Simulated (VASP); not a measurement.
Data:

```
Bi
1.0
    4.16582    -2.27500     0.00000
    4.16582     2.27500     0.00000
    2.92342     0.00000     3.73943
Bi
2
Direct
  0.23400   0.23400   0.23400
  0.76600   0.76600   0.76600
```

Computed with PBE GGA, VASP's PBE PAW potentials (set 64) (plane waves; VASP 6.6.1). Settings: 400 eV cut-off, 9×9×9 Γ-centred mesh, tetrahedra, potentials Bi_d.

What does the run give for the energy per atom (σ→0), pressure, largest force?

```
Quantity                        Value
---------------------  --------------
energy per atom (σ→0)  -3.884 eV/atom
pressure                     1.55 GPa
largest force              0.168 eV/Å
```

Total energies compare only between runs with the same potentials, cut-off and functional.

The compound is Bi in the a7 structure. The cell was not relaxed at this level. The run is one of a series of settings (ISMEAR = -4, SIGMA removed against the base run), some of them coarse on purpose.
